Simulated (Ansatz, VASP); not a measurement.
# SiO2: VASP beside Ansatz, part 2 of 3

One calculation is typed for both programs; each brings its own data sets. How far apart do they land? The cell is taken from a series of runs on this material, whose earlier steps may have relaxed, scaled, displaced or heated it; both programs get it as it stands.

VASP 6.6.1 and Ansatz 0.2.0.

So far: Set-up; VASP: zone-centre phonons, LDA.

## Step 2: VASP: zone-centre phonons, LDA (continued)

Level of this step: LDA; plane waves and PAW (O, Si) (VASP).

OUTCAR, selected parts (step 2):

```text
ion  position               nearest neighbor table
   1  0.697  0.697  0.000-   5 1.72   5 1.72   6 1.73
   2  0.197  0.803  0.500-   6 1.72   6 1.72   5 1.73
   3  0.303  0.303  0.000-   5 1.72   5 1.72   6 1.73
   4  0.803  0.197  0.500-   6 1.72   6 1.72   5 1.73
   5  0.500  0.500  0.500-   1 1.72   3 1.72   1 1.72   3 1.72   2 1.73   4 1.73   6 3.13   6 3.13
                             6 3.13   6 3.13   6 3.13   6 3.13   6 3.13   6 3.13
   6  0.000  0.000  0.000-   2 1.72   4 1.72   2 1.72   4 1.72   3 1.73   1 1.73   5 3.13   5 3.13
                             5 3.13   5 3.13   5 3.13   5 3.13   5 3.13   5 3.13

  LATTYP: Found a simple tetragonal cell.
 ALAT       =     4.0252597418
 C/A-ratio  =     0.6480845870

 Subroutine GETGRP returns: Found 16 space group operations
 (whereof  8 operations were pure point group operations)

The static configuration has the point symmetry D_2h.
 The point group associated with its full space group is D_4h.

 Found     75 irreducible k-points:

   k-points           NKPTS =     75   k-points in BZ     NKDIM =     75   number of bands    NBANDS=     22

   dimension x,y,z NGX =    32 NGY =   32 NGZ =   24
   dimension x,y,z NGXF=    64 NGYF=   64 NGZF=   48

   ENCUT  =  600.0 eV  44.10 Ry    6.64 a.u.   8.04  8.04  5.21*2*pi/ulx,y,z

   NELECT =      32.0000    total number of electrons

 k-points in reciprocal lattice and weights: Automatic mesh
   0.00000000  0.00000000  0.00000000       0.002
   0.12500000  0.00000000  0.00000000       0.008
   0.25000000  0.00000000  0.00000000       0.008
   0.37500000  0.00000000  0.00000000       0.008
   0.50000000  0.00000000  0.00000000       0.004
   0.12500000  0.12500000  0.00000000       0.008
   0.25000000  0.12500000  0.00000000       0.016
   0.37500000  0.12500000  0.00000000       0.016
   0.50000000  0.12500000  0.00000000       0.008
[...]
2     0.28670     3.73556     0.00000
    3     0.00000     0.00000     3.97627

 Eigenvectors and eigenvalues of the dynamical matrix
 ----------------------------------------------------

   1 f  =   31.897621 THz   200.418663 2PiTHz 1063.990107 cm-1   131.917901 meV
             X         Y         Z           dx          dy          dz
      2.805456  2.805456  0.000000    -0.353553   -0.353553    0.000000
      0.792827  3.232433  1.304354     0.353553   -0.353553   -0.000000
      1.219803  1.219803  0.000000     0.353553    0.353553   -0.000000
      3.232433  0.792827  1.304354    -0.353553    0.353553    0.000000
      2.012630  2.012630  1.304354     0.000000    0.000000   -0.000000
      0.000000  0.000000  0.000000     0.000000   -0.000000   -0.000000

   2 f  =   27.381376 THz   172.042259 2PiTHz  913.344388 cm-1   113.240221 meV
             X         Y         Z           dx          dy          dz
      2.805456  2.805456  0.000000    -0.056150    0.195708   -0.000000
      0.792827  3.232433  1.304354     0.370186   -0.414954    0.000000
      1.219803  1.219803  0.000000    -0.056150    0.195708    0.000000
      3.232433  0.792827  1.304354     0.370186   -0.414954    0.000000
      2.012630  2.012630  1.304354    -0.090181   -0.044831    0.000000
      0.000000  0.000000  0.000000    -0.383812    0.375751   -0.000000

   3 f  =   27.381376 THz   172.042259 2PiTHz  913.344388 cm-1   113.240221 meV
             X         Y         Z           dx          dy          dz
      2.805456  2.805456  0.000000    -0.414954   -0.370186    0.000000
      0.792827  3.232433  1.304354     0.195708    0.056150   -0.000000
      1.219803  1.219803  0.000000    -0.414954   -0.370186   -0.000000
      3.232433  0.792827  1.304354     0.195708    0.056150    0.000000
      2.012630  2.012630  1.304354     0.375751    0.383812    0.000000
      0.000000  0.000000  0.000000    -0.044831    0.090181   -0.000000

   4 f  =   25.642295 THz   161.115294 2PiTHz  855.334909 cm-1   106.047965 meV
             X         Y         Z           dx          dy          dz
      2.805456  2.805456  0.000000     0.000000    0.000000    0.440129
      0.792827  3.232433  1.304354     0.000000   -0.000000   -0.440129
      1.219803  1.219803  0.000000    -0.000000   -0.000000    0.440129
      3.232433  0.792827  1.304354    -0.000000    0.000000   -0.440129
      2.012630  2.012630  1.304354    -0.000000   -0.000000   -0.335518
      0.000000  0.000000  0.000000     0.000000    0.000000    0.335518

   5 f  =   25.558150 THz   160.586591 2PiTHz  852.528112 cm-1   105.699967 meV
             X         Y         Z           dx          dy          dz
      2.805456  2.805456  0.000000    -0.353553   -0.353553    0.000000
      0.792827  3.232433  1.304354    -0.353553    0.353553   -0.000000
      1.219803  1.219803  0.000000     0.353553    0.353553   -0.000000
      3.232433  0.792827  1.304354     0.353553   -0.353553   -0.000000
      2.012630  2.012630  1.304354    -0.000000   -0.000000   -0.000000
      0.000000  0.000000  0.000000    -0.000000    0.000000    0.000000

   6 f  =   22.099486 THz   138.855167 2PiTHz  737.159513 cm-1    91.396090 meV
             X         Y         Z           dx          dy          dz
      2.805456  2.805456  0.000000    -0.000000   -0.000000    0.341887
      0.792827  3.232433  1.304354     0.000000   -0.000000    0.341887
      1.219803  1.219803  0.000000    -0.000000   -0.000000    0.341887
      3.232433  0.792827  1.304354     0.000000   -0.000000    0.341887
      2.012630  2.012630  1.304354    -0.000000   -0.000000   -0.515972
      0.000000  0.000000  0.000000     0.000000    0.000000   -0.515972

   7 f  =   21.562578 THz   135.481672 2PiTHz  719.250175 cm-1    89.175616 meV
             X         Y         Z           dx          dy          dz
      2.805456  2.805456  0.000000    -0.150184   -0.157471   -0.000000
      0.792827  3.232433  1.304354     0.022784    0.052543   -0.000000
      1.219803  1.219803  0.000000    -0.150184   -0.157471   -0.000000
      3.232433  0.792827  1.304354     0.022784    0.052543   -0.000000
      2.012630  2.012630  1.304354    -0.322582   -0.429230    0.000000
      0.000000  0.000000  0.000000     0.514907    0.587630    0.000000

   8 f  =   21.562578 THz   135.481672 2PiTHz  719.250175 cm-1    89.175616 meV
             X         Y         Z           dx          dy          dz
      2.805456  2.805456  0.000000     0.052543   -0.022784    0.000000
      0.792827  3.232433  1.304354    -0.157471    0.150184    0.000000
      1.219803  1.219803  0.000000     0.052543   -0.022784    0.000000
      3.232433  0.792827  1.304354    -0.157471    0.150184    0.000000
      2.012630  2.012630  1.304354     0.587630   -0.514907   -0.000000
      0.000000  0.000000  0.000000    -0.429230    0.322582   -0.000000

   9 f  =   19.495275 THz   122.492423 2PiTHz  650.292365 cm-1    80.625941 meV
             X         Y         Z           dx          dy          dz
      2.805456  2.805456  0.000000     0.000000    0.000000    0.673562
      0.792827  3.232433  1.304354    -0.000000   -0.000000    0.215209
      1.219803  1.219803  0.000000    -0.000000    0.000000   -0.673562
      3.232433  0.792827  1.304354     0.000000    0.000000   -0.215209
      2.012630  2.012630  1.304354     0.000000   -0.000000    0.000000
      0.000000  0.000000  0.000000     0.000000    0.000000    0.000000

  10 f  =   19.495275 THz   122.492423 2PiTHz  650.292365 cm-1    80.625941 meV
             X         Y         Z           dx          dy          dz
      2.805456  2.805456  0.000000     0.000000   -0.000000    0.215209
      0.792827  3.232433  1.304354    -0.000000   -0.000000   -0.673562
      1.219803  1.219803  0.000000    -0.000000    0.000000   -0.215209
      3.232433  0.792827  1.304354     0.000000    0.000000    0.673562
      2.012630  2.012630  1.304354    -0.000000   -0.000000    0.000000
      0.000000  0.000000  0.000000    -0.000000   -0.000000    0.000000

  11 f  =   19.204312 THz   120.664250 2PiTHz  640.586888 cm-1    79.422616 meV
             X         Y         Z           dx          dy          dz
      2.805456  2.805456  0.000000    -0.353553    0.353553    0.000000
      0.792827  3.232433  1.304354     0.353553    0.353553   -0.000000
      1.219803  1.219803  0.000000     0.353553   -0.353553   -0.000000
      3.232433  0.792827  1.304354    -0.353553   -0.353553    0.000000
      2.012630  2.012630  1.304354     0.000000   -0.000000    0.000000
      0.000000  0.000000  0.000000     0.000000   -0.000000    0.000000

  12 f  =   15.007472 THz    94.294728 2PiTHz  500.595385 cm-1    62.065890 meV
             X         Y         Z           dx          dy          dz
      2.805456  2.805456  0.000000    -0.404605    0.395985   -0.000000
      0.792827  3.232433  1.304354     0.096856    0.049801    0.000000
      1.219803  1.219803  0.000000    -0.404605    0.395985    0.000000
      3.232433  0.792827  1.304354     0.096856    0.049801    0.000000
      2.012630  2.012630  1.304354     0.216404   -0.325554    0.000000
      0.000000  0.000000  0.000000     0.248283   -0.347562    0.000000

  13 f  =   15.007472 THz    94.294728 2PiTHz  500.595385 cm-1    62.065890 meV
             X         Y         Z           dx          dy          dz
      2.805456  2.805456  0.000000     0.049801   -0.096856    0.000000
      0.792827  3.232433  1.304354     0.395985    0.404605    0.000000
      1.219803  1.219803  0.000000     0.049801   -0.096856   -0.000000
      3.232433  0.792827  1.304354     0.395985    0.404605   -0.000000
      2.012630  2.012630  1.304354    -0.347562   -0.248283   -0.000000
      0.000000  0.000000  0.000000    -0.325554   -0.216404    0.000000
    [... 43 further lines ...]
      2.012630  2.012630  1.304354     0.000000    0.000000   -0.483501
      0.000000  0.000000  0.000000     0.000000    0.000000   -0.483501

 MACROSCOPIC STATIC DIELECTRIC TENSOR IONIC CONTRIBUTION
 ------------------------------------------------------
           5.673167     0.000000     0.000000
           0.000000     5.673167     0.000000
           0.000000     0.000000     4.529406
 ------------------------------------------------------

 ELASTIC MODULI CONTR FROM IONIC RELAXATION (kBar)
 Direction    XX          YY          ZZ          XY          YZ          ZX
 --------------------------------------------------------------------------------
 XX       -1474.9471   1230.4112   -106.3059     -0.0000      0.0000      0.0000
 YY        1230.4112  -1474.9471   -106.3059      0.0000     -0.0000     -0.0000
 ZZ        -106.3059   -106.3059    -92.4276      0.0000      0.0000      0.0000
 XY          -0.0000      0.0000      0.0000     -3.3468      0.0000     -0.0000
 YZ           0.0000     -0.0000      0.0000      0.0000   -196.6363      0.0000
 ZX           0.0000     -0.0000      0.0000     -0.0000      0.0000   -224.1532
 --------------------------------------------------------------------------------

 PIEZOELECTRIC TENSOR IONIC CONTR  for field in x, y, z        (C/m^2)
          XX          YY          ZZ          XY          YZ          ZX
  --------------------------------------------------------------------------------
  x     0.00000    -0.00000    -0.00000    -0.00000     0.00000     0.00000
  y     0.00000    -0.00000     0.00000    -0.00000    -0.00000     0.00000
  z     0.00000    -0.00000    -0.00000    -0.00000     0.00000     0.00000
```

(Continued in part 3 of 3.)

[Lines on the potential files, build, host, timing and source positions are cut from VASP's logs without a mark.]

[Logs are printed without paths, hosts, clocks, repeated set-up lines and the standing remarks that a program may print on its own settings, such as how far it seeks lower states.]

[Hosts, paths, dates, database ids (printed as entryN), source tags and the programs' standing remarks are cut or masked in the printed files.]
